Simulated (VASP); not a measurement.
```
CELL_PARAMETERS angstrom
      1.57294    -2.72442     0.00000
      1.57294     2.72442     0.00000
      0.00000     0.00000    12.31576
ATOMIC_POSITIONS crystal
  W  0.33333 0.66667 0.25000
  W  0.66667 0.33333 0.75000
  S  0.33333 0.66667 0.87745
  S  0.66667 0.33333 0.37745
  S  0.66667 0.33333 0.12255
  S  0.33333 0.66667 0.62255
```

The numbers are results of optB86b-vdW, VASP's PBE PAW potentials (set 64) (plane waves; VASP 6.6.1), not measurements. Run with 520 eV cut-off, 7×7×2 Γ-centred mesh, Gaussian smearing of 0.050 eV, potentials W_sv S.

Energy and stress use the plane-wave basis of the starting cell.

Q: The ions, cell shape and volume are relaxed. Give the cell that the relaxation ends in.

A: 
```
CELL_PARAMETERS angstrom
      1.58406    -2.74367     0.00000
      1.58406     2.74367     0.00000
      0.00000     0.00000    12.40951
ATOMIC_POSITIONS crystal
  W  0.33333 0.66667 0.25000
  W  0.66667 0.33333 0.75000
  S  0.33333 0.66667 0.87720
  S  0.66667 0.33333 0.37720
  S  0.66667 0.33333 0.12280
  S  0.33333 0.66667 0.62280
```
Space group P6_3/mmc (194), at a tolerance of 0.03 Å.

Q: How do energy and volume change from the first to the last step?

A: The energy (σ→0) changes by -3.9 meV/atom and the volume by +2.2 %, in 11 ionic steps.

The compound is WS2 in the 2H layered structure. This run relaxes it. Symmetry was kept, so distortions that lower it aren't found.
